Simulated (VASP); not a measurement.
Here is the system:

```yaml
crystal:
  lattice:
    - [1.77139, -3.06813, 0.00000]
    - [1.77139, 3.06813, 0.00000]
    - [0.00000, 0.00000, 5.45106]
  atoms:
    - { symbol: Er, position: [0.33333, 0.66667, 0.25000] }
    - { symbol: Er, position: [0.66667, 0.33333, 0.75000] }
```

Computed with rev-vdW-DF2, VASP's PBE PAW potentials (set 64) (plane waves; VASP 6.6.1). Run with 520 eV cut-off, 13×13×8 Γ-centred mesh, tetrahedra with Blöchl corrections, potentials Er_3.

The 4f electrons are frozen in the core of the lanthanide potential, so 4f levels, which can set the real gap, and their magnetism are missing.

Task: Estimate the energy per atom (σ→0), band gap (on the k-mesh) with the smallest direct gap where there is one.

Result: 
The band gap (on the k-mesh) is none (metal, semimetal or under 0.01 eV) and the energy per atom (σ→0) is -216.3 kJ/mol of atoms.

Only differences to runs with the same potentials and settings are physical.

The compound is Er in the hcp structure. It was relaxed first.
